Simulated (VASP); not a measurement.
Output of a VASP run:

OSZICAR:
```
       N       E                     dE             d eps       ncg     rms          rms(c)
DAV:   1    -0.494361876865E-01   -0.49436E-01   -0.12730E+03  1008   0.469E+02
DAV:   2    -0.296728343189E+01   -0.29178E+01   -0.27930E+01  1338   0.278E+01
DAV:   3    -0.298853468301E+01   -0.21251E-01   -0.21131E-01  1464   0.319E+00
DAV:   4    -0.298859867623E+01   -0.63993E-04   -0.63990E-04  1398   0.141E-01
DAV:   5    -0.298859908094E+01   -0.40471E-06   -0.40479E-06  1434   0.801E-03    0.965E-01
DAV:   6    -0.298287818320E+01    0.57209E-02   -0.81652E-04  1248   0.324E-01    0.619E-01
DAV:   7    -0.297530405045E+01    0.75741E-02   -0.32677E-03  1128   0.570E-01    0.358E-02
DAV:   8    -0.297531918415E+01   -0.15134E-04   -0.16927E-05  1614   0.369E-02    0.822E-03
DAV:   9    -0.297531728690E+01    0.18973E-05   -0.15072E-06  1212   0.872E-03    0.627E-04
DAV:  10    -0.297531697529E+01    0.31161E-06   -0.59262E-09  1032   0.740E-04    0.152E-04
DAV:  11    -0.297531692016E+01    0.55138E-07   -0.84581E-10   702   0.262E-04
   1 F= -.32797173E+01 E0= -.32791747E+01  d E =-.327972E+01
       N       E                     dE             d eps       ncg     rms          rms(c)
DAV:   1    -0.297626347139E+01   -0.94650E-03   -0.26143E-03  1398   0.274E-01    0.194E-02
DAV:   2    -0.297626078776E+01    0.26836E-05   -0.14794E-05  1170   0.296E-02    0.124E-02
DAV:   3    -0.297625800734E+01    0.27804E-05   -0.33432E-06  1308   0.966E-03    0.244E-04
DAV:   4    -0.297625802760E+01   -0.20257E-07   -0.40941E-08   966   0.164E-03
   2 F= -.32806529E+01 E0= -.32800239E+01  d E =-.935533E-03
       N       E                     dE             d eps       ncg     rms          rms(c)
DAV:   1    -0.297666709769E+01   -0.40909E-03   -0.31114E-03  1380   0.297E-01    0.205E-02
DAV:   2    -0.297666430117E+01    0.27965E-05   -0.17741E-05  1146   0.323E-02    0.131E-02
DAV:   3    -0.297666120187E+01    0.30993E-05   -0.36810E-06  1272   0.102E-02    0.242E-04
DAV:   4    -0.297666122543E+01   -0.23565E-07   -0.44013E-08   966   0.172E-03
   3 F= -.32810523E+01 E0= -.32803450E+01  d E =-.133492E-02
```

### OUTCAR
```
------------------------ aborting loop because EDIFF is reached ----------------------------------------
  Edisp (eV):   -0.30439
  FORCE on cell =-STRESS in cart. coord.  units (eV):
  Direction    XX          YY          ZZ          XY          YZ          ZX
  --------------------------------------------------------------------------------------
  Total      -0.99602    -0.99602    -0.96919     0.00000    -0.00000    -0.00000
  in kB     -32.40802   -32.40803   -31.53499     0.00000    -0.00000    -0.00000
  external pressure =      -32.12 kB  Pullay stress =        0.00 kB
  volume of cell :       49.24
      direct lattice vectors                 reciprocal lattice vectors
     1.642898479 -2.845584059  0.000000000     0.304340169 -0.175710852 -0.000000000
     1.642898479  2.845584059  0.000000000     0.304340169  0.175710852 -0.000000000
     0.000000000 -0.000000000  5.266417645    -0.000000000  0.000000000  0.189882396
 POSITION                                       TOTAL-FORCE (eV/Angst)
 -----------------------------------------------------------------------------------
      1.64290      0.94853      1.31660        -0.000000     -0.000000      0.000000
      1.64290     -0.94853      3.94981         0.000000      0.000000     -0.000000
 -----------------------------------------------------------------------------------
    total drift:                               -0.000000     -0.000005      0.000001
  FREE ENERGIE OF THE ION-ELECTRON SYSTEM (eV)
  ---------------------------------------------------
  free  energy   TOTEN  =        -3.2810522557 eV

  energy  without entropy=       -3.2789306195  energy(sigma->0) =       -3.28034504

 reached required accuracy - stopping structural energy minimisation
```
(Selected blocks of OUTCAR.)

POSCAR:
```
Mg
1
    1.6504430189    -2.8586516382     0.0000000000
    1.6504430189     2.8586516382     0.0000000000
    0.0000000000     0.0000000000     5.2183796810
Mg
2
Direct
  0.3333330000   0.6666670000   0.2500000000
  0.6666670000   0.3333330000   0.7500000000
```

Problem. Reconstruct the remaining input files.

Solution. Several could match; the one computed here: the input of the run itself, PBE GGA with D4 dispersion, plane waves, VASP's PBE PAW potentials (set 64).

File KPOINTS:
```
Automatic mesh
0
Gamma
13 13 7
0 0 0
```

**INCAR**
```
NSW = 30   ! most ionic steps
NELM = 100   ! most electronic steps
SIGMA = 0.1
ISIF = 4
EDIFFG = -0.01
ENCUT = 520   ! plane-wave cut-off (eV)
SYSTEM = Mg
PREC = Accurate
ALGO = Normal   ! blocked Davidson
GGA = PE
EDIFF = 1E-7
LCHARG = .FALSE.
ISMEAR = 1
IBRION = 2   ! conjugate gradients
LWAVE = .FALSE.
LASPH = .TRUE.   ! aspherical one-centre terms
LREAL = .FALSE.
IVDW = 13   ! D4
```

POTCAR, in this order: Mg (PBE.64 set). Program: vasp_std.

The compound is Mg in the hcp structure. This cell is one point of a volume scan, at 1.06 of the reference volume. Symmetry was kept, so distortions that lower it aren't found.
